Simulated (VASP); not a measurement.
A convergence study with VASP on TiN (rock salt): one setting is varied, all else stays as given below, so the limit is that of these other settings.

```xyz
2
Lattice="0.0000 2.1200 2.1200 2.1200 0.0000 2.1200 2.1200 2.1200 0.0000" Properties=species:S:1:pos:R:3 pbc="T T T"
Ti     0.0000     0.0000     0.0000
N      2.1200     2.1200     2.1200
```

Method: PBEsol GGA, VASP's PBE PAW potentials (set 64) (plane waves; VASP 6.6.1). The tightest run used: 700 eV cut-off, 21×21×21 Monkhorst-Pack mesh, first-order Methfessel-Paxton smearing of 0.10 eV, potentials Ti_sv N.

Problem. The settings run are 1×1×1 mesh; 2×2×2 mesh; 3×3×3 mesh; 4×4×4 mesh; 5×5×5 mesh; 6×6×6 mesh; 7×7×7 mesh; 8×8×8 mesh; 9×9×9 mesh; 10×10×10 mesh; 11×11×11 mesh; 12×12×12 mesh; 13×13×13 mesh; 14×14×14 mesh; 15×15×15 mesh; 16×16×16 mesh; 17×17×17 mesh; 18×18×18 mesh; 19×19×19 mesh; 20×20×20 mesh; 21×21×21 mesh. From which on does the energy per atom stay within 0.002 eV/atom of the tightest run?

Solution. From 12×12×12 mesh on: it is off by 0.0005 there and by no more than 0.002 in any finer run, while 11×11×11 mesh is off by 0.0039.
```csv
setting,E (eV/atom),pressure (GPa),irreducible k-points,difference judged (eV/atom)
1×1×1 mesh,-0.3003,141.46,1,10.0878
2×2×2 mesh,-10.2779,-3.43,2,0.1102
3×3×3 mesh,-10.3085,-4.60,4,0.0796
4×4×4 mesh,-10.3666,-6.36,10,0.0215
5×5×5 mesh,-10.3832,-6.73,10,0.0049
6×6×6 mesh,-10.3993,-7.22,28,0.0112
7×7×7 mesh,-10.3872,-6.91,20,0.0009
8×8×8 mesh,-10.3902,-6.97,60,0.0021
9×9×9 mesh,-10.3915,-6.98,35,0.0034
10×10×10 mesh,-10.3877,-6.92,110,0.0004
11×11×11 mesh,-10.3842,-6.83,56,0.0039
12×12×12 mesh,-10.3876,-6.93,182,0.0005
13×13×13 mesh,-10.3893,-6.97,84,0.0012
14×14×14 mesh,-10.3890,-6.97,280,0.0009
15×15×15 mesh,-10.3888,-6.95,120,0.0007
16×16×16 mesh,-10.3890,-6.96,408,0.0009
17×17×17 mesh,-10.3889,-6.96,165,0.0008
18×18×18 mesh,-10.3886,-6.94,570,0.0005
19×19×19 mesh,-10.3887,-6.94,220,0.0006
20×20×20 mesh,-10.3885,-6.95,770,0.0004
21×21×21 mesh,-10.3881,-6.93,286,0.0000
```

VASP warned of too few bands at 3×3×3 mesh.

Left out are rungs that failed or repeat a setting and relaxations that didn't move; long series are thinned to 24 rows.

The compound is TiN in the rock salt structure. The cell was not relaxed at this level. The electron count is odd and the run is not spin-polarised, which forces a metal.
